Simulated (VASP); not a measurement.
```
CELL_PARAMETERS angstrom
      4.09090     0.00000     0.00000
     -2.04545     3.54282     0.00000
      0.00000     0.00000     2.91847
ATOMIC_POSITIONS crystal
  Mg 0.00000 0.00000 0.00000
  As 0.66667 0.33333 0.50000
```

Computed with PBEsol GGA, VASP's PBE PAW potentials (set 64) (plane waves; VASP). Numerical set-up: 400 eV cut-off, Gaussian smearing of 0.050 eV, potentials Mg As.

Question: Give the energies of bands 2 to 6 at the high-symmetry points, in eV from the Fermi level.

Answer: 
| band | Γ | M | K | A | L | H |
|---|---|---|---|---|---|---|
| 2 | -1.35 | -5.57 | -5.15 | -5.58 | -4.60 | -4.45 |
| 3 | -1.35 | -2.34 | -4.16 | 0.93 | -2.72 | -2.39 |
| 4 | 0.79 | 1.22 | 4.36 | 0.93 | 0.04 | -1.38 |
| 5 | 3.78 | 4.29 | 5.46 | 3.92 | 0.97 | 1.68 |
| 6 | 4.32 | 8.73 | 5.72 | 6.05 | 4.60 | 2.10 |

It has no gap at this level: it comes out as a metal or semimetal.

The structure comes from a computed database's MgAs entry (P-6m2); how it stands against other phases isn't given here. It was relaxed first. The electron count is odd and the run is not spin-polarised, which forces a metal.
